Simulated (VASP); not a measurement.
An input for Quantum ESPRESSO's pw.x (written as the equivalent of a VASP run, and not itself run):

```
&CONTROL
  calculation = 'scf'
  pseudo_dir = './pseudo'
  outdir = './out'
  tprnfor = .true.
  tstress = .true.
/
&SYSTEM
  ibrav = 0
  nat = 2
  ntyp = 2
  ecutwfc = 88
  occupations = 'tetrahedra'
  input_dft = 'vdw-df2-b86r'
/
&ELECTRONS
  conv_thr = 7.3e-09
  electron_maxstep = 100
/
ATOMIC_SPECIES
  Na 22.990 Na.upf
  H 1.008 H.upf
CELL_PARAMETERS angstrom
     0.0000000    2.4030950    2.4030950
     2.4030950    0.0000000    2.4030950
     2.4030950    2.4030950    0.0000000
ATOMIC_POSITIONS crystal
  Na   0.0000000  0.0000000  0.0000000
  H    0.5000000  0.5000000  0.5000000
K_POINTS automatic
  11 11 11 0 0 0
```

Write the VASP files for the same calculation (rev-vdW-DF2).

This is not unique; one that fits is 
### KPOINTS
```
kpoints
0
Gamma
 11 11 11
0 0 0
```

POSCAR:
```
NaH
1
    0.0000000000     2.4030949512     2.4030949512
    2.4030949512     0.0000000000     2.4030949512
    2.4030949512     2.4030949512     0.0000000000
Na H
1 1
Direct
  0.0000000000   0.0000000000   0.0000000000
  0.5000000000   0.5000000000   0.5000000000
```

INCAR:
```
SYSTEM = NaH
PREC = Accurate
ENCUT = 520
EDIFF = 1E-7
NELM = 100
ALGO = Normal
LREAL = .FALSE.
LASPH = .TRUE.
ISMEAR = -5
GGA = MK
PARAM1 = 0.1234568
PARAM2 = 0.7114
ZAB_VDW = -1.8867
LUSE_VDW = .TRUE.
AGGAC = 0.0
LWAVE = .FALSE.
LCHARG = .TRUE.
LORBIT = 11
NEDOS = 601
ISIF = 2
```

POTCAR, in this order: Na_pv H (PBE.64 set). Program: vasp_std.

What does not carry over: the potentials are each code's own (VASP's PAW set, PseudoDojo norm-conserving files in pw.x), so ENCUT and ecutwfc are chosen apart and not converted; conv_thr bounds pw.x's estimated SCF error, while EDIFF bounds the energy change between steps.

The compound is NaH in the rock salt structure. It was relaxed first.
